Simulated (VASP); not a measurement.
# Be3Se2O (Cmc2_1) in VASP: phonons with PBE

Aim: the phonons of Be3Se2O with PBE.

Everything below comes from runs of VASP 6.6.1. Logs are shortened: lines on timing, memory, paths and dates and some standing lists are left out, and cuts for length are marked.

## Step 1: Starting point

The structure is orthorhombic, space group Cmc2_1 (No. 36). Conventional cell: a = 10.156 Å, b = 5.744 Å, c = 5.445 Å, α = 90.00°, β = 90.00°, γ = 90.00°. Be (site symmetry 1) has 1 O at 1.67 Å as nearest neighbours. Be (site symmetry m) has 2 O at 1.74 to 1.80 Å as nearest neighbours. Se (site symmetry 1) has 4 Be at 2.23 to 2.27 Å as nearest neighbours. O (site symmetry m) is surrounded by 4 Be at 1.67 to 1.80 Å.

The cell was built by a generator and needn't be a form met in nature.

## Step 2: Phonons, PBE

Input file POSCAR:

```
Be3Se2O
1.0
    5.0780500000     -2.8719600000      0.0000000000
    5.0780500000      2.8719600000      0.0000000000
    0.0000000000      0.0000000000      5.4449600000
Be Se O
6 4 2
Direct
    0.8386350000      0.4292100000      0.4135620000
    0.5707900000      0.1613650000      0.4135620000
    0.1095090000      0.8904910000      0.3276790000
    0.4292100000      0.8386350000      0.9135620000
    0.1613650000      0.5707900000      0.9135620000
    0.8904910000      0.1095090000      0.8276790000
    0.8350330000      0.4840180000      0.0072250000
    0.4840180000      0.8350330000      0.5072250000
    0.1649670000      0.5159820000      0.5072250000
    0.5159820000      0.1649670000      0.0072250000
    0.8534360000      0.1465640000      0.4999890000
    0.1465640000      0.8534360000      0.9999890000
```

Input file INCAR.step1:

```
SYSTEM = Be3Se2O
  ALGO = Normal
  EDIFF = 1E-8
  EDIFFG = -0.002
  ENCUT = 520
  GGA = PE
  IBRION = 2
  ISIF = 3
  ISMEAR = 0
  KPAR = 8
  LASPH = .TRUE.
  LCHARG = .FALSE.
  LREAL = .FALSE.
  LWAVE = .FALSE.
  NELM = 80
  NSW = 40
  PREC = Accurate
  SIGMA = 0.03
```

Input file INCAR.step2:

```
SYSTEM = Be3Se2O
  ALGO = Normal
  EDIFF = 1E-8
  ENCUT = 520
  GGA = PE
  IBRION = 6
  ISIF = 2
  ISMEAR = 0
  KPAR = 8
  LASPH = .TRUE.
  LCHARG = .FALSE.
  LREAL = .FALSE.
  LWAVE = .FALSE.
  NELM = 80
  NFREE = 2
  NSW = 1
  POTIM = 0.015
  PREC = Accurate
  SIGMA = 0.03
```

Input file KPOINTS:

```
k-points
0
G
  5 5 5
  0 0 0
```

Potentials or basis: VASP PAW PBE potentials, release 64 (Be, Se, O).

The run is started by

```
> cat potpaw_PBE.64/Be/POTCAR potpaw_PBE.64/Se/POTCAR potpaw_PBE.64/O/POTCAR > POTCAR
> cp INCAR.step1 INCAR
> mpirun -np 8 vasp_std > vasp.out
> cp CONTCAR POSCAR
> cp INCAR.step2 INCAR
> mpirun -np 8 vasp_std > vasp.out
```

OUTCAR:

```text
SYSTEM = Be3Se2O
   EDIFF = 1E-8
   ENCUT = 520
   GGA = PE
   IBRION = 6
   ISIF = 2
   ISMEAR = 0
   LASPH = .TRUE.
   LREAL = .FALSE.
   NELM = 80
   NFREE = 2
   NSW = 1
   POTIM = 0.015
   PREC = Accurate

 ion  position               nearest neighbor table
   1  0.839  0.429  0.414-  11 1.67   7 2.23   8 2.26   9 2.27
   2  0.571  0.161  0.414-  11 1.67  10 2.23   9 2.26   8 2.27
   3  0.109  0.891  0.328-  11 1.74  12 1.80   8 2.26   9 2.26
   4  0.429  0.839  0.914-  12 1.67   8 2.23   7 2.26  10 2.27
   5  0.161  0.571  0.914-  12 1.67   9 2.23  10 2.26   7 2.27
   6  0.891  0.109  0.828-  12 1.74  11 1.80   7 2.26  10 2.26
   7  0.835  0.484  0.007-   1 2.23   4 2.26   6 2.26   5 2.27
   8  0.484  0.835  0.507-   4 2.23   1 2.26   3 2.26   2 2.27
   9  0.165  0.516  0.507-   5 2.23   2 2.26   3 2.26   1 2.27
  10  0.516  0.165  0.007-   2 2.23   5 2.26   6 2.26   4 2.27
  11  0.853  0.147  0.500-   1 1.67   2 1.67   3 1.74   6 1.80
  12  0.147  0.853  1.000-   4 1.67   5 1.67   6 1.74   3 1.80

  LATTYP: Found a base centered orthorhombic cell.
 ALAT       =     5.7443990903
 B/A-ratio  =     1.7679714586
 C/A-ratio  =     0.9478916654

  Lattice vectors:

 A1 = (  -5.0779668191,  -2.8721995451,   0.0000000000)
 A2 = (   5.0779668191,  -2.8721995451,   0.0000000000)
 A3 = (   0.0000000000,   0.0000000000,   5.4450680205)

Analysis of symmetry for initial positions (statically):
=====================================================================
 Subroutine PRICEL returns:
 Original cell was already a primitive cell.

 Routine SETGRP: Setting up the symmetry group for a
 base centered orthorhombic supercell.

 Subroutine GETGRP returns: Found  4 space group operations
 (whereof  2 operations were pure point group operations)
 out of a pool of  8 trial point group operations.

The static configuration has the point symmetry C_1h.
 The point group associated with its full space group is C_2v.

Analysis of symmetry for dynamics (positions and initial velocities):
=====================================================================
 Subroutine PRICEL returns:
 Original cell was already a primitive cell.

 Routine SETGRP: Setting up the symmetry group for a
 base centered orthorhombic supercell.

 Subroutine GETGRP returns: Found  4 space group operations
 (whereof  2 operations were pure point group operations)
 out of a pool of  8 trial point group operations.

The dynamic configuration has the point symmetry C_1h.
 The point group associated with its full space group is C_2v.

 Subroutine INISYM returns: Found  4 space group operations
 (whereof  2 operations are pure point group operations),
 and found     1 'primitive' translations

----------------------------------------------------------------------------------------

                                     Primitive cell

  volume of cell :     158.8319

  direct lattice vectors                    reciprocal lattice vectors
     5.077966819 -2.872199545  0.000000000     0.098464606 -0.174082612  0.000000000
     5.077966819  2.872199545  0.000000000     0.098464606  0.174082612  0.000000000
     0.000000000  0.000000000  5.445068021     0.000000000  0.000000000  0.183652435

  length of vectors
     5.833976109  5.833976109  5.445068021     0.200000086  0.200000086  0.183652435

  position of ions in fractional coordinates (direct lattice)
     0.838568495  0.429301983  0.413547622
     0.570698017  0.161431505  0.413547622
     0.109481349  0.890518651  0.327766086
     0.429301983  0.838568495  0.913547622
[... 111 lines left out ...]
   EFERMI_NEDOS =   21; number of points for ismear=-14 and -15
   IALGO  =     38    algorithm
   IMIX   =      4    mixing-type and parameters
     AMIX     =   0.40;   BMIX     =  1.00
     AMIX_MAG =   1.60;   BMIX_MAG =  1.00
  volume/ion in A,a.u.               =      13.24        89.32
  Fermi-wavevector in a.u.,A,eV,Ry     =   1.098608  2.076068 16.421401  1.206939
  Thomas-Fermi vector in A             =   2.234988
   LORBIT       =      0    0 simple, 1 ext, 2 COOP (PROOUT), +10 PAW based schemes
   GGA     = PE    functional components
   LHFCALC =     F    Hartree Fock is set to
   AEXX    =    0.0000 exact exchange contribution
   IVDW    =     0    specifies the selected vdW correction
   LEPSILON=     F    determine dielectric tensor
   LRPA    =     F    only Hartree local field effects (RPA)
 finite differences with symmetry
 non-spin polarized calculation
 Gauss-broadening in eV      SIGMA  =   0.03
  energy-cutoff  :      520.00
  volume of cell :      158.83
 maximum number of plane-waves:      4291
 NGX is ok and might be reduce to    48
   NGX = 21   NGY = 21   NGZ = 21

--------------------------------------- Ionic step        1  -------------------------------------------

 number of electron      47.9999991 magnetization

 Free energy of the ion-electron system (eV)
  ---------------------------------------------------
  ext. energy  EPLUGINS =         0.00000000
  ---------------------------------------------------
  free energy    TOTEN  =       -61.43501828 eV

  energy without entropy =      -61.43501828  energy(sigma->0) =      -61.43501828

------------------------ aborting loop because EDIFF is reached ----------------------------------------

  FORCE on cell =-STRESS in cart. coord.  units (eV):
  Direction    XX          YY          ZZ          XY          YZ          ZX
  --------------------------------------------------------------------------------------
  -------------------------------------------------------------------------------------
  Total       -0.0009006      0.0001563      0.0037062      0.0000000      0.0000000      0.0000000
  in kB       -0.0090849      0.0015764      0.0373853      0.0000000      0.0000000      0.0000000
  external PRESSURE =       0.0099589 kB  Pullay stress =       0.0000000 kB
[... 119 lines left out ...]
  FREE ENERGIE OF THE ION-ELECTRON SYSTEM (eV)
  ---------------------------------------------------
  free  energy   TOTEN  =       -61.4339695336 eV

  energy  without entropy=      -61.4339695336  energy(sigma->0) =      -61.43396953

[... ionic steps 4 to 22 ...]

--------------------------------------- Ionic step       23  -------------------------------------------

 number of electron      47.9999992 magnetization

------------------------ aborting loop because EDIFF is reached ----------------------------------------
[... 87 lines left out ...]
--------------------------------------- Ionic step       25  -------------------------------------------

 number of electron      47.9999992 magnetization

 Free energy of the ion-electron system (eV)
  ---------------------------------------------------
  ext. energy  EPLUGINS =         0.00000000
  ---------------------------------------------------
  free energy    TOTEN  =       -61.43396762 eV

  energy without entropy =      -61.43396762  energy(sigma->0) =      -61.43396762

 E-fermi :   4.3711     XC(G=0):  -9.9782

 val. band max:        4.2374005219   @ k =  -0.4000   0.4000   0.0000
 cond. band min:       7.3874993627   @ k =  -0.4000   0.4000   0.2000
 fundamental gap:      3.1500988409
 Fermi energy:         4.3710652111

 k-point     1 :       0.0000    0.0000    0.0000
  band No.  band energies     occupation
      1     -15.3338      2.00000
      2     -15.1512      2.00000
      3      -9.4078      2.00000
      4      -7.9381      2.00000
      5      -7.4727      2.00000
      6      -7.4396      2.00000
[... 805 lines left out ...]
     30       9.3937      0.00000
     31       9.9609      0.00000

 [... further k-points ...]

------------------------ aborting loop because EDIFF is reached ----------------------------------------

  FORCE on cell =-STRESS in cart. coord.  units (eV):
  Direction    XX          YY          ZZ          XY          YZ          ZX
  --------------------------------------------------------------------------------------
  -------------------------------------------------------------------------------------
  Total        0.0358317      0.0146869      0.0564952      0.0000000     -0.0677185      0.0000000
  in kB        0.3614436      0.1481504      0.5698812      0.0000000     -0.6830935      0.0000000
  external PRESSURE =       0.3598251 kB  Pullay stress =       0.0000000 kB
[... 27 lines left out ...]
  FREE ENERGIE OF THE ION-ELECTRON SYSTEM (eV)
  ---------------------------------------------------
  free  energy   TOTEN  =       -61.4339676241 eV

  energy  without entropy=      -61.4339676241  energy(sigma->0) =      -61.43396762

 INTERNAL STRAIN TENSORS FROM DISPLACED ATOMS
 ============================================

 INTERNAL STRAIN TENSOR FOR ION    1 for displacements in x,y,z  (eV/Angst):
          X           Y           Z          XY          YZ          ZX
  --------------------------------------------------------------------------------
  x    -2.34401    -0.48353     0.16870    -3.07464     0.54330     2.00026
  y    -2.96488     1.87291     0.01791    -1.10503     1.16314     0.32497
  z     2.13162     1.38450    -4.79159     0.56210    -0.06168    -0.39211
[... 8 lines left out ...]
 INTERNAL STRAIN TENSOR FOR ION   12 for displacements in x,y,z  (eV/Angst):
          X           Y           Z          XY          YZ          ZX
  --------------------------------------------------------------------------------
  x     0.00000     0.00000     0.00000    -3.73744     0.00000    -2.53663
  y    -3.58163     2.07184    -2.92355     0.00000    -1.09938     0.00000
  z    -2.38900    -0.87816    -3.20644     0.00000    -4.55089     0.00000

 Eigenvectors and eigenvalues of the dynamical matrix
   1 f  =   20.258716 THz   127.289266 2PiTHz  675.758021 cm-1    83.783279 meV
   2 f  =   19.633046 THz   123.358067 2PiTHz  654.887927 cm-1    81.195718 meV
   3 f  =   18.998811 THz   119.373048 2PiTHz  633.732109 cm-1    78.572732 meV
   4 f  =   18.643783 THz   117.142342 2PiTHz  621.889653 cm-1    77.104455 meV
   5 f  =   17.350040 THz   109.013519 2PiTHz  578.735051 cm-1    71.753969 meV
   6 f  =   16.403841 THz   103.068374 2PiTHz  547.173243 cm-1    67.840805 meV
[... 25 lines left out ...]
  32 f  =    3.778253 THz    23.739461 2PiTHz  126.028939 cm-1    15.625590 meV
  33 f  =    3.559278 THz    22.363606 2PiTHz  118.724750 cm-1    14.719986 meV
  34 f/i=    0.001124 THz     0.007062 2PiTHz    0.037493 cm-1     0.004649 meV
  35 f/i=    0.003220 THz     0.020229 2PiTHz    0.107392 cm-1     0.013315 meV
  36 f/i=    0.005648 THz     0.035487 2PiTHz    0.188393 cm-1     0.023358 meV

 ELASTIC MODULI CONTR FROM IONIC RELAXATION (kBar)
 Direction    XX          YY          ZZ          XY          YZ          ZX
 --------------------------------------------------------------------------------
 XX        -183.0958     83.2377     20.2409     -0.0000     -0.0000      0.0000
 YY          83.2377   -139.4439     35.1878      0.0000      0.0000      0.0000
 ZZ          20.2409     35.1878   -249.8446     -0.0000      0.0000     -0.0000
 XY          -0.0000      0.0000     -0.0000   -121.9471     -0.0000      0.0000
 YZ          -0.0000      0.0000      0.0000     -0.0000    -75.6029     -0.0000
 ZX          -0.0000      0.0000      0.0000      0.0000      0.0000    -30.0007
 --------------------------------------------------------------------------------
```

Wall time 16 min (8 MPI ranks of Intel Xeon Platinum 8488C (Sapphire Rapids), shared host); peak memory 0.69 GiB.

What came out:

```yaml
Highest_phonon_frequency_at_Γ_LO-TO_splitting_left_out: 676 cm⁻¹
```

Phonon frequencies in cm⁻¹ (negative: imaginary):
```csv
q point,frequencies
"(0.000, 0.000, 0.000)",0 0 0 119 126 175 177 181 191 203 206 210 307 328 340 355 375 393 406 445 455 455 455 464 467 491 495 503 505 527 547 579 622 634 655 676
```
